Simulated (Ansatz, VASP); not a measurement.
# H26C12S3O7: VASP beside Ansatz

One calculation is typed for both programs; each brings its own data sets. How far apart do they land? The cell is taken from a series of runs on this material, whose earlier steps may have relaxed, scaled, displaced or heated it; both programs get it as it stands.

Program: Ansatz 0.2.0. Level of theory: plane waves, with VASP 6.6.1 beside it; single point at PBE with D3(BJ). Results are calculated unless marked as measured.

### 1. Starting point

The cell holds 192 atoms: 28 O, 12 S, 48 C and 104 H. Cell: a = 12.778 Å, b = 12.778 Å, c = 12.778 Å, α = 90.0°, β = 90.0°, γ = 90.0°.

### 2. Ansatz: single point, PBE with D3(BJ)

Ansatz runs on its default PAW (the set named soft_2) files.

A single point gives forces, pressure and levels at one fixed geometry, so differences don't come from the geometry; what else differs is listed under the comparison.

input.yaml

```yaml
crystal:
  lattice:
    - [12.77814, 0.0, 0.0]
    - [0.0, 12.77814, 0.0]
    - [0.0, 0.0, 12.77814]
  atoms:
    - { symbol: O, position: [0.86482, 0.46713, 0.03442] }
    - { symbol: S, position: [0.94831, 0.39388, 0.04821] }
    - { symbol: O, position: [0.95592, 0.29765, 0.99084] }
    - { symbol: C, position: [0.96396, 0.37187, 0.18175] }
    - { symbol: C, position: [0.08701, 0.36905, 0.19035] }
    - { symbol: C, position: [0.12362, 0.46104, 0.12458] }
    - { symbol: C, position: [0.06473, 0.45632, 0.01971] }
    - { symbol: H, position: [0.93481, 0.43383, 0.23764] }
    - { symbol: H, position: [0.93073, 0.2928, 0.21174] }
    - { symbol: H, position: [0.13223, 0.29948, 0.15951] }
    - { symbol: H, position: [0.10357, 0.36924, 0.26989] }
    - { symbol: H, position: [0.09008, 0.53037, 0.1626] }
    - { symbol: H, position: [0.2043, 0.47948, 0.10746] }
    - { symbol: H, position: [0.09761, 0.40552, 0.96239] }
    - { symbol: H, position: [0.0512, 0.5359, 0.98184] }
    - { symbol: O, position: [0.14729, 0.85018, 0.16375] }
    - { symbol: S, position: [0.12368, 0.85851, 0.272] }
    - { symbol: O, position: [0.05128, 0.93695, 0.3109] }
    - { symbol: C, position: [0.23378, 0.85946, 0.34889] }
    - { symbol: C, position: [0.22099, 0.77701, 0.42809] }
    - { symbol: C, position: [0.16789, 0.68567, 0.37452] }
    - { symbol: C, position: [0.07822, 0.73168, 0.31583] }
    - { symbol: H, position: [0.29889, 0.84564, 0.2939] }
    - { symbol: H, position: [0.2374, 0.93768, 0.39019] }
    - { symbol: H, position: [0.1781, 0.80956, 0.49644] }
    - { symbol: H, position: [0.29832, 0.76257, 0.46064] }
    - { symbol: H, position: [0.21924, 0.64409, 0.31643] }
    - { symbol: H, position: [0.1308, 0.62501, 0.43339] }
    - { symbol: H, position: [0.00762, 0.75074, 0.36478] }
    - { symbol: H, position: [0.05438, 0.67978, 0.25159] }
[... 156 atom lines left out ...]
    - { symbol: O, position: [0.87259, 0.6686, 0.09774] }
    - { symbol: H, position: [0.8059, 0.7043, 0.07769] }
    - { symbol: H, position: [0.87096, 0.59441, 0.07288] }
    - { symbol: O, position: [0.22298, 0.75554, 0.73713] }
    - { symbol: H, position: [0.23776, 0.81816, 0.78168] }
    - { symbol: H, position: [0.14633, 0.75197, 0.72176] }
kpoints:
  mp_grid: { grid: [1, 1, 1] }
hamiltonian:
  xc: pbe
  dispersion: d3bj
scf:
  occupations: { method: fixed }
output:
  forces: true
  stress: true
  populations: true
  dos:
    method: { smearing: { sigma: 0.08 } }
    de: 0.1
    projected: { site_lists: { C: [C], H: [H], O: [O], S: [S] } }
  eigenvalues: true
```

Run with:

```sh
> ansatz run input.yaml --threads 4 --pin off --max-ram 8192MiB --backend cpu --events-out ev --progress --plain --runs-dir out
```

Numbers of over 12 decimals in the logs are rounded to 6 here.

The program printed:

```text
Engine: ansatz 0.2.0, x86_64-unknown-linux-gnu
Pseudopotentials: kind: paw
Pseudopotential: O, paw, valence charge 6, recommended cutoff 420 eV (normal), O.paw.azcp
Pseudopotential: S, paw, valence charge 6, recommended cutoff 420 eV (normal), S.paw.azcp
Pseudopotential: C, paw, valence charge 4, recommended cutoff 420 eV (normal), C.paw.azcp
Pseudopotential: H, paw, valence charge 1, recommended cutoff 420 eV (normal), H.paw.azcp
Functional definition: PBE
  parameter kappa = 0.804
  parameter beta = 0.066725
  exchange = pbe_x(kappa = kappa, mu = beta*pi^2/3)
  correlation = pbe_c(beta = beta)
Crystal: 192 atoms, lattice volume = 2086.426 Å³
Basis set: ecut = 420 eV, 40651 PW (Γ), exchange–correlation on 180×180×180 points (8 copies of the dense FFT grid, shifted against one another)
Bands: 460, of which v1, the nominal top of the filled ones, is band 268 counted from 1 (267 counted from 0)
Symmetry: 1 space group operations
Space group: P1 (ITA 1), of the structure as read, at distance tolerance 1.3e-4 Å
k-points: 1
Non-local potential: O, projectors of the file, l = 0: 2, l = 1: 2, l = 2: 1
Non-local potential: S, projectors of the file, l = 0: 2, l = 1: 2, l = 2: 2
Non-local potential: C, projectors of the file, l = 0: 2, l = 1: 2, l = 2: 1
Non-local potential: H, projectors of the file, l = 0: 2, l = 1: 1
PAW form: soft (Blöchl's): semilocal exchange-correlation on the pseudo side does not see the compensation charge
PAW one-centre angular grid: O, 110 points (default); XC on 64 Gauss nodes
PAW one-centre angular grid: S, 110 points (default); XC on 64 Gauss nodes
PAW one-centre angular grid: C, 110 points (default); XC on 64 Gauss nodes
PAW one-centre angular grid: H, 110 points (default); XC on 64 Gauss nodes
Initial density: superposition of atomic densities (neutral atoms: chi_scale 0, normalization atom), corrected by the library's trained network
Initial wavefunctions: pseudopotential atomic-orbital guess
Functional: x = pbe(κ = 0.804, μ = 0.219515), c = pbe(β = 0.066725)
SCF iter   1: F=—  HF=-40412.362377 eV  |F-HF|=—  |Δ(HF+E_count)|=         —  Δρ=6.90e-3  dr2=1.22e0  ethr=1.77e-3  ⟨swp⟩=5.0  Hψ=1732  notcnv=0  defer=189
preconditioner: auto → Resta (q_TF=auto, 2.175 Å⁻¹)  ε∞=2.5  [insulator: Δε(μ)=4.677 eV  Ē_g=15.257 eV  n_scr=364 (ndim 8)  ℏωp=18.4 eV  f_vac=0.252  ε∞_Penn≈2.5]
SCF iter   2: F=—  HF=-40412.036107 eV  |F-HF|=—  |Δ(HF+E_count)|=   3.26e-1  Δρ=3.92e-3  dr2=2.29e-1  ethr=2.28e-4  ⟨swp⟩=2.0  Hψ=784  notcnv=0  defer=190
SCF iter   3: F=—  HF=-40412.016762 eV  |F-HF|=—  |Δ(HF+E_count)|=   1.93e-2  Δρ=1.51e-3  dr2=6.15e-2  ethr=4.27e-5  ⟨swp⟩=2.0  Hψ=543  notcnv=0  defer=190
SCF iter   4: F=—  HF=-40412.015113 eV  |F-HF|=—  |Δ(HF+E_count)|=   1.65e-3  Δρ=6.20e-4  dr2=1.14e-2  ethr=1.15e-5  ⟨swp⟩=3.0  Hψ=411  notcnv=0  defer=190
SCF iter   5: F=—  HF=-40412.013838 eV  |F-HF|=—  |Δ(HF+E_count)|=   1.27e-3  Δρ=2.59e-4  dr2=1.83e-3  ethr=2.12e-6  ⟨swp⟩=3.0  Hψ=537  notcnv=0  defer=190
SCF iter   6: F=—  HF=-40412.013573 eV  |F-HF|=—  |Δ(HF+E_count)|=   2.65e-4  Δρ=1.18e-4  dr2=3.27e-4  ethr=3.41e-7  ⟨swp⟩=2.0  Hψ=543  notcnv=0  defer=190
SCF iter   7: F=—  HF=-40412.013523 eV  |F-HF|=—  |Δ(HF+E_count)|=   5.02e-5  Δρ=3.36e-5  dr2=2.80e-5  ethr=6.09e-8  ⟨swp⟩=2.0  Hψ=535  notcnv=0  defer=190
SCF iter   8: F=—  HF=-40412.013324 eV  |F-HF|=—  |Δ(HF+E_count)|=   1.99e-4  Δρ=2.30e-5  dr2=1.06e-5  ethr=5.22e-9  ⟨swp⟩=2.0  Hψ=796  notcnv=0  defer=190
SCF iter   9: F=—  HF=-40412.013322 eV  |F-HF|=—  |Δ(HF+E_count)|=   1.79e-6  Δρ=5.42e-6  dr2=7.04e-7  ethr=1.97e-9  ⟨swp⟩=2.0  Hψ=541  notcnv=0  defer=190
SCF iter  10: F=—  HF=-40412.013322 eV  |F-HF|=—  |Δ(HF+E_count)|=   1.12e-7  Δρ=2.68e-6  dr2=1.48e-7  ethr=1.31e-10  ⟨swp⟩=2.0  Hψ=540  notcnv=0  defer=190
SCF iter  11: F=-40412.013322 eV  HF=-40412.013322 eV  |F-HF|=2.56e-8  |Δ(HF+E_count)|=   3.78e-8  Δρ=1.52e-6  dr2=4.29e-8  ethr=1.87e-11  ⟨swp⟩=17.0  Hψ=3356  notcnv=0
SCF 1 converged in 11 iterations: F = -40412.013322 eV  dr2 = 4.29e-8
  greatest PAW one-centre occupation: 0.881 electrons in one spin orbital (limit 2), on the O atom at site 150 (counted from 0), in its partial waves of l = 0
SCF converged after 11 iterations
Free energy (F): -40412.013322 eV
Harris-Foulkes:  -40412.013322 eV  (|F-HF|=2.56e-8)
Internal energy: -40412.013322 eV  (E = F + TS)
E sigma→0 (E₀):  -40412.013322 eV
Fermi energy:    -0.463937 eV
--- Per-component energies (eV) ---
  E_band       = -4087.297182
  E_kinetic    = 12203.287264
  E_local      = -39900.685865  (includes V_loc(G=0)·N_el)
  E_nonlocal   = 3149.071328
  E_hartree    = 14871.159815
  E_xc         = -6512.440467
  E_vxc        = -7799.645241  (∫ρ·V_xc dr)
  E_paw        = -16473.355884  (= ΣΔE_a)
  E_vpaw       = -1481.568830  (= ΣTr[D̂ρ^β])
  E_aug_tail   = -0.072313  (compensation charges beyond the density's cutoff)
  E_ewald      = -7737.851050
[...]
--- Löwdin populations: 192 sites ---
  site symbol       q [e]
     0      O      6.7365
     1      S      3.8237
     2      O      6.7619
     3      C      4.4738
     4      C      4.2798
     5      C      4.2681
     6      C      4.4833
     7      H      0.7715
     8      H      0.7862
     9      H      0.8321
    10      H      0.7709
    11      H      0.8181
    12      H      0.8043
    13      H      0.7796
    14      H      0.7851
    15      O      6.7434
    16      S      3.8625
    17      O      6.7594
    18      C      4.4749
    19      C      4.2655
    20      C      4.2415
    21      C      4.4580
    22      H      0.7696
    23      H      0.7857
[...]
184      H      0.6387
   185      H      0.6186
   186      O      6.6873
   187      H      0.6098
   188      H      0.6153
   189      O      6.7623
   190      H      0.6139
   191      H      0.6190
  spilling = 0.017974 (of n_electrons = 536.000000)
```

In the SCF lines HF is the Harris–Foulkes energy and dr2 the Hartree energy of the density residual, in eV; the loop may stop once dr2 is under the threshold and the program's other checks hold. Hψ counts applications of the Hamiltonian.

### 3. VASP: single point, PBE with D3(BJ)

The same cell, functional and mesh now go to VASP, with its own data sets.

Lines of VASP's logs that name or quote its potential files are left out, and so is its time.

INCAR

```
SYSTEM = H26C12S3O7
PREC = Accurate
ENCUT = 600
EDIFF = 1E-06
NELM = 120
ISMEAR = 0
SIGMA = 0.01
LREAL = Auto
ALGO = Normal
GGA = PE
IVDW = 12
NBANDS = 402
LORBIT = 11
LWAVE = .FALSE.
LCHARG = .FALSE.
ISIF = 2
LASPH = .TRUE.
GGA_COMPAT = .FALSE.
EFERMI = MIDGAP
```

POSCAR

```
H26C12S3O7
1.0
   12.7781400000      0.0000000000      0.0000000000
    0.0000000000     12.7781400000      0.0000000000
    0.0000000000      0.0000000000     12.7781400000
O S C H
28 12 48 104
Direct
    0.8648200000      0.4671300000      0.0344200000
    0.9559200000      0.2976500000      0.9908400000
    0.1472900000      0.8501800000      0.1637500000
    0.0512800000      0.9369500000      0.3109000000
    0.8203500000      0.2516800000      0.4525200000
    0.8948700000      0.3253600000      0.6209700000
    0.6550600000      0.2383700000      0.6505600000
    0.6029000000      0.4320000000      0.6820600000
    0.3175900000      0.3059000000      0.6731600000
    0.2846900000      0.3517200000      0.8680800000
    0.7338800000      0.4436100000      0.2556100000
    0.8586500000      0.5610500000      0.3600800000
    0.0193700000      0.7837900000      0.6864000000
    0.8278800000      0.8464000000      0.6490700000
    0.2397300000      0.9232200000      0.8705200000
    0.1998900000      0.0962100000      0.7841700000
    0.2177800000      0.2137000000      0.3561800000
    0.2906900000      0.3776100000      0.4476200000
    0.5302700000      0.8470000000      0.9445000000
    0.6646200000      0.7119800000      0.0246300000
    0.6446100000      0.0805200000      0.0597200000
    0.6503000000      0.9031000000      0.1453100000
    0.5627400000      0.7436300000      0.6479200000
    0.5856600000      0.8422400000      0.4820500000
    0.5080500000      0.8796500000      0.2898900000
    0.0437400000      0.7412200000      0.0109400000
    0.8725900000      0.6686000000      0.0977400000
    0.2229800000      0.7555400000      0.7371300000
    0.9483100000      0.3938800000      0.0482100000
    0.1236800000      0.8585100000      0.2720000000
[... 156 atom lines left out ...]
    0.9744600000      0.7243200000      0.0431800000
    0.0739700000      0.8044700000      0.0457300000
    0.8059000000      0.7043000000      0.0776900000
    0.8709600000      0.5944100000      0.0728800000
    0.2377600000      0.8181600000      0.7816800000
    0.1463300000      0.7519700000      0.7217600000
```

KPOINTS

```
Automatic mesh
0
Gamma
1 1 1
0 0 0
```

The projector-augmented-wave data sets are O, S, C and H (PBE family, release 64).

Run with:

```sh
> export OMP_NUM_THREADS=3
> mpirun -np 1 vasp_gam
```

The program printed:

```text
[banner, memory and clock lines left out]
running    1 mpi-ranks, on    1 nodes
[...]
Offloading initialized ...    1 GPUs detected
[...]
LDA part: xc-table for (Slater+PW92), standard interpolation
 POSCAR, INCAR and KPOINTS ok, starting setup
[...]
entering main loop
       N       E                     dE             d eps       ncg     rms          rms(c)
DAV:   1     0.452111954780E+04    0.45211E+04   -0.30166E+05   820   0.138E+03
DAV:   2    -0.620264790272E+03   -0.51414E+04   -0.48728E+04  1014   0.307E+02
DAV:   3    -0.115084116925E+04   -0.53058E+03   -0.52583E+03  1000   0.102E+02
DAV:   4    -0.116384068685E+04   -0.13000E+02   -0.12934E+02  1032   0.175E+01
[...]
DAV:  18    -0.104551004410E+04    0.41041E-05   -0.34943E-05  1016   0.122E-02    0.115E-02
DAV:  19    -0.104551004072E+04    0.33846E-05   -0.30061E-06   920   0.670E-03    0.451E-03
DAV:  20    -0.104551003973E+04    0.98406E-06   -0.26435E-06   928   0.446E-03
   1 F= -.10566345E+04 E0= -.10566345E+04  d E =0.000000E+00
```

Parts of OUTCAR (step 3):

```text
  FREE ENERGIE OF THE ION-ELECTRON SYSTEM (eV)
  ---------------------------------------------------
  free  energy   TOTEN  =     -1056.6344903826 eV

  energy  without entropy=    -1056.6344903826  energy(sigma->0) =    -1056.63449038
```

The run ends at a pressure of 2.47 GPa, with forces up to 3.5 eV/Å.

### 4. Comparison

Known differences besides the potentials themselves: fixed occupations in Ansatz, narrow Gaussian smearing in VASP; the cutoff is 420 eV in Ansatz and 600 eV in VASP (PREC = Accurate, projectors in real space). Total energies have different zeros and are not compared.

Both answers:

| quantity | Ansatz | VASP | difference |
| --- | --- | --- | --- |
| pressure (GPa) | 2.89 | 2.47 | +0.41 |
| gap on the k mesh (eV) | 4.746 | 4.731 | +0.015 |

Forces on 10 of the 192 atoms, those with the largest forces and the largest differences (eV/Å; atoms numbered as in POSCAR):

| atom | Ansatz x, y, z | VASP x, y, z |
| --- | --- | --- |
| O1 | -2.178, 0.885, -0.813 | -1.902, 0.655, -0.772 |
| O3 | 0.999, 0.703, -2.723 | 0.897, 0.742, -2.317 |
| O24 | 1.427, 0.000, -1.902 | 1.288, -0.020, -1.539 |
| S30 | -2.462, -0.930, 1.853 | -2.489, -0.824, 1.577 |
| S37 | -3.200, 1.019, 0.734 | -3.239, 1.059, 0.797 |
| C41 | 1.162, -2.043, 2.319 | 1.154, -2.037, 2.264 |
| C61 | 1.167, 0.237, 3.018 | 1.194, 0.243, 2.982 |
| C64 | -1.146, -1.944, -2.520 | -1.122, -1.947, -2.524 |
| C82 | 0.425, -3.113, 0.733 | 0.439, -3.106, 0.744 |
| C83 | 0.457, 2.878, -0.783 | 0.474, 2.891, -0.795 |

The forces differ by 61 meV/Å r.m.s., which is 6.7 % of the r.m.s. force of 0.913 eV/Å (both taken over all components). A gap on the mesh is an upper bound, since the band edges may lie between its points.

### 5. Summary of results

```yaml
r_m_s_force_difference_single_point_pbe_with_d3_bj: 6.7 % of the r.m.s. force
```

In words: The r.m.s. force difference is 6.7 % of the r.m.s. force (single point, PBE with D3(BJ)), beyond the 3 % picked in this series as the mark of a large difference. What causes the difference of the single point, PBE with D3(BJ) pair stays open here. How closely two codes agree says nothing of how well the functional describes the real material.

[Lines on the potential files, build, host, timing and source positions are cut from VASP's logs without a mark.]

[Logs are printed without paths, hosts, clocks, repeated set-up lines and the standing remarks that a program may print on its own settings, such as how far it seeks lower states.]

[Hosts, paths, dates, database ids (printed as entryN), source tags and the programs' standing remarks are cut or masked in the printed files.]
